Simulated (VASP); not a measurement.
The system is Fe.

```
CELL_PARAMETERS angstrom
-1.44300 1.44300 1.44300
1.44300 -1.44300 1.44300
1.44300 1.44300 -1.44300
ATOMIC_POSITIONS crystal
Fe 0.00000 0.00000 0.00000
```

- Program: VASP 6.6.1
- Task: relaxation of cell and atoms
- Functional: RPBE
- Potentials or basis: VASP PAW PBE potentials, release 64 (Fe)
- Cutoff: 600 eV
- k mesh: 18 × 18 × 18
- Occupations: methfessel-paxton, width 0.1 eV
- Spin: collinear spin, ferromagnetic start
- Starting moments: [4.0] μB

At the start: pressure -3.9 GPa; volume 12.02 Å³/atom.

Question: How do energy, volume and symmetry change on relaxing?

Answer: Over 3 steps the energy falls by 4.0 meV/atom and the volume is 11.70 Å³/atom (-2.7 %); space group Im-3m (No. 229, to 0.05 Å); moment 2.24 μB per cell.

The path:
```tsv
step	energy change (eV)	largest force (eV/Å)	pressure (GPa)	volume (Å³)
1	0.0000	0.0000	-3.93	12.02
2	-0.0028	0.0000	1.58	11.51
3	-0.0040	0.0000	-0.02	11.70
```

Final structure:
```
Fe
1.0
    -1.42997    1.42997    1.42997
     1.42997   -1.42997    1.42997
     1.42997    1.42997   -1.42997
Fe
1
Direct
  0.00000 0.00000 0.00000
```

Caveat: the PAW data sets were made with another functional, which shifts forces and pressure a little.
